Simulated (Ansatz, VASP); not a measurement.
**NbTe: VASP beside Ansatz**

```
CELL_PARAMETERS angstrom
3.65293 0.00000 0.00000
-1.82646 3.16353 0.00000
0.00000 0.00000 3.64428
ATOMIC_POSITIONS crystal
Te 0.66667 0.33333 0.00000
Nb 0.00000 0.00000 0.50000
```

Change from the starting cell: volume scaled by 0.96.

Alike in both runs: task single point; functional PBE; k mesh 8 × 8 × 7; occupations fermi-dirac, width 0.05 eV; no spin polarisation.

|  | VASP | Ansatz |
| --- | --- | --- |
| version | VASP 6.6.1 | Ansatz 0.2.0 |
| potentials or method | VASP PAW PBE potentials, release 64 (Te, Nb_sv) | Ansatz PAW |
| plane-wave cutoff (eV) | 520 | 420 |
| valence electrons in the cell | 19 | 29 |

Ansatz gave:

- gap on the k mesh at the Fermi level (eV): none
- pressure (GPa): 4.7
- largest component of the traceless stress (GPa): 1.47

Task: Which values does VASP return?

Result: gap on the k mesh at the Fermi level (eV): none; pressure (GPa): 4.4; largest component of the traceless stress (GPa): 1.42.

A gap of «none» marks a metal or a gap that the smearing closes. The two sets of potentials don't hold the same shells in valence.

The runs have no spin-orbit coupling, so splittings on Te are missing.
